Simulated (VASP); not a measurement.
Here is the system:

```yaml
crystal:
  lattice:
    - [1.83299, -3.17483, 0.00000]
    - [1.83299, 3.17483, 0.00000]
    - [0.00000, 0.00000, 5.65558]
  atoms:
    - { symbol: Y, position: [0.33333, 0.66667, 0.25000] }
    - { symbol: Y, position: [0.66667, 0.33333, 0.75000] }
```

These are MS2 meta-GGA, VASP's PBE PAW potentials (set 64) (plane waves; VASP) values and carry that method's errors. Numerical set-up: 520 eV cut-off, 13×13×7 Γ-centred mesh, tetrahedra with Blöchl corrections, potentials Y_sv.

Task: Give the energies of bands 9 to 14 at the high-symmetry points, in eV from the Fermi level.

Result: 
```
band      Γ      M      K      A      L      H
----  -----  -----  -----  -----  -----  -----
9     -4.73  -1.64  -0.72  -3.25  -1.60  -0.45
10    -1.77  -1.18  -0.72  -3.25  -1.60  -0.45
11     0.82  -0.79  -0.69   1.12   0.10  -0.22
12     1.99  -0.27  -0.57   1.12   0.10  -0.22
13     1.99   1.59   1.25   1.87   1.38   0.35
14     2.37   1.62   1.25   1.87   1.38   0.35
```

It has no gap at this level: it comes out as a metal or semimetal.

The compound is Y in the hcp structure. It was relaxed first.
